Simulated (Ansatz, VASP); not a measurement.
**One calculation of AlC, two programs**

```
Al C
1.0
     0.00000    2.13652    2.13652
     2.13652    0.00000    2.13652
     2.13652    2.13652    0.00000
Al C
1 1
Direct
  0.00000 0.00000 0.00000
  0.50000 0.50000 0.50000
```

Change from the starting cell: species swapped into the TbP type (Fm-3m, No. 225).

Alike in both runs: task relaxation of cell and atoms; functional PBE; k mesh 22 × 22 × 22; occupations gaussian, width 0.1 eV; no spin polarisation.

|  | VASP | Ansatz |
| --- | --- | --- |
| version | VASP 6.6.1 | Ansatz 0.2.0 |
| potentials or method | VASP PAW PBE potentials, release 64 (Al, C) | scalar-relativistic, plane waves, PAW |
| plane-wave cutoff (eV) | 600 | 420 |
| valence electrons in the cell | 7 | 7 |

Ansatz gave:

| Property | Result |
| --- | --- |
| gap on the k mesh at the Fermi level, each at its own relaxed structure (eV) | none |
| relaxed volume (Å³/atom) | 9.73 |
| relaxed cell length with the largest relative difference (Å) | 3.019 |

Question: Estimate VASP's values.

Answer: gap on the k mesh at the Fermi level, each at its own relaxed structure (eV): none; relaxed volume (Å³/atom): 9.72; relaxed cell length with the largest relative difference (Å): 3.018.

A gap of «none» marks a metal or a gap that the smearing closes.
